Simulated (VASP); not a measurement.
The system is SbH3, in a box.

```
Sb H
1.0
    11.00000    0.00000    0.00000
     0.00000   12.00000    0.00000
     0.00000    0.00000   11.00000
Sb H
1 3
Direct
  0.55154 0.46604 0.44015
  0.58677 0.49787 0.58728
  0.41559 0.40982 0.48319
  0.48633 0.59368 0.41890
```

Program: VASP 6.6.1. Alike in all runs: no spin polarisation; cell as given; k mesh 1 × 1 × 1; smearing gaussian 0.01 eV. Hardware: 1 thread of Intel(R) Xeon(R) Platinum 8488C (Sapphire Rapids), with other jobs on the host.

Q: Order these runs on this cell by their wall time, lowest first.
A. task atomic charges; level PBE+TS; potentials or basis VASP PAW PBE potentials, release 64 (Sb, H); cutoff (eV) 520
B. task single point; level r2SCAN0; potentials or basis VASP PAW PBE potentials, release 64 (Sb, H); cutoff (eV) 520; grid for exact exchange (PRECFOCK) Fast; exchange at q = 0 truncated
C. task single point; level HSE06; potentials or basis VASP PAW PBE potentials, release 64 (Sb, H_h); cutoff (eV) 900; grid for exact exchange (PRECFOCK) Fast; screening parameter 0.2 1/A

A: A (110 s), B (390 s), C (1100 s).
